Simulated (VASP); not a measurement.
Level of theory: PBE GGA, VASP's PBE PAW potentials (set 64) (plane waves; VASP).

VASP ran on this input.

**INCAR**
```
# general
SYSTEM  = In
PREC    = Accurate
ENCUT   = 480   # plane-wave cut-off (eV)
LREAL   = .FALSE.   # projection in real space or not
LASPH   = .TRUE.

# electronic loop
EDIFF   = 1E-7   # SCF stop (eV)
NELM    = 100   # most electronic steps
ALGO    = Normal   # blocked Davidson
LMAXMIX = 4

# smearing
ISMEAR  = 1   # Methfessel-Paxton
SIGMA   = 0.1

# functional
GGA     = PE

# ions
IBRION  = 2   # conjugate gradients
NSW     = 40   # most ionic steps
ISIF    = 3   # ions, shape and volume
EDIFFG  = -0.01   # ionic stop
PSTRESS = 20   # kbar

# output
LWAVE   = .FALSE.
LCHARG  = .FALSE.
```

**POSCAR**
```
In
1.0
 -1.6172367467   1.6172367467   2.4941890688
  1.6172367467  -1.6172367467   2.4941890688
  1.6172367467   1.6172367467  -2.4941890688
In
1
Cart
  0.0000000000   0.0000000000   0.0000000000
```

File KPOINTS:
```
Automatic mesh
0
Gamma
14 14 14
0 0 0
```

POTCAR, in this order: In_d (PBE.64 set). Program: vasp_std.

The resulting files:

OSZICAR:
```
       N       E                     dE             d eps       ncg     rms          rms(c)
DAV:   1     0.682085723445E+02    0.68209E+02   -0.62867E+03  4908   0.156E+03
DAV:   2     0.176619644594E-02   -0.68207E+02   -0.67282E+02  4934   0.278E+02
DAV:   3    -0.252335345581E+01   -0.25251E+01   -0.25120E+01  5736   0.629E+01
DAV:   4    -0.257898622118E+01   -0.55633E-01   -0.55619E-01  6134   0.940E+00
DAV:   5    -0.258149075895E+01   -0.25045E-02   -0.25045E-02  6004   0.161E+00    0.231E+00
DAV:   6    -0.255830456051E+01    0.23186E-01   -0.44939E-02  5630   0.472E+00    0.115E+00
DAV:   7    -0.255378243751E+01    0.45221E-02   -0.14270E-02  5738   0.247E+00    0.259E-01
DAV:   8    -0.255349958458E+01    0.28285E-03   -0.81974E-04  6036   0.570E-01    0.338E-02
DAV:   9    -0.255350487007E+01   -0.52855E-05   -0.13300E-05  6532   0.545E-02    0.140E-02
DAV:  10    -0.255350572646E+01   -0.85639E-06   -0.14045E-06  5346   0.155E-02    0.199E-03
DAV:  11    -0.255350568963E+01    0.36835E-07   -0.49328E-08  3442   0.278E-03
   1 F= -.22277770E+01 E0= -.22277846E+01  d E =-.222778E+01
```

OUTCAR:
```
------------------------ aborting loop because EDIFF is reached ----------------------------------------
  FORCE on cell =-STRESS in cart. coord.  units (eV):
  Direction    XX          YY          ZZ          XY          YZ          ZX
  --------------------------------------------------------------------------------------
  Total        0.3300802      0.3300802      0.3178949      0.0000000     -0.0000000      0.0000000
  in kB       20.2671853     20.2671853     19.5189998      0.0000000     -0.0000000      0.0000000
  external PRESSURE =       0.0177901 kB  Pullay stress =      20.0000000 kB
  volume of cell :       26.09
      direct lattice vectors                 reciprocal lattice vectors
    -1.617236747  1.617236747  2.494189069     0.000000000  0.309169329  0.200465958
     1.617236747 -1.617236747  2.494189069     0.309169329  0.000000000  0.200465958
     1.617236747  1.617236747 -2.494189069     0.309169329  0.309169329  0.000000000
 POSITION                                       TOTAL-FORCE (eV/Angst)
 -----------------------------------------------------------------------------------
      0.00000      0.00000      0.00000        -0.000000     -0.000000      0.000000
 -----------------------------------------------------------------------------------
    total drift:                               -0.000000      0.000000      0.000000
  FREE ENERGIE OF THE ION-ELECTRON SYSTEM (eV)
  ---------------------------------------------------
  free  energy   TOTEN  =        -2.5535056896 eV

  energy  without entropy=       -2.5535284177  energy(sigma->0) =       -2.55351327
  enthalpy is  TOTEN    =        -2.2277770259 eV   P V=        0.3257286638

 reached required accuracy - stopping structural energy minimisation
```
(Selected blocks of OUTCAR.)

The compound is In in the bct structure. It was relaxed first under an external pressure of 2 GPa.
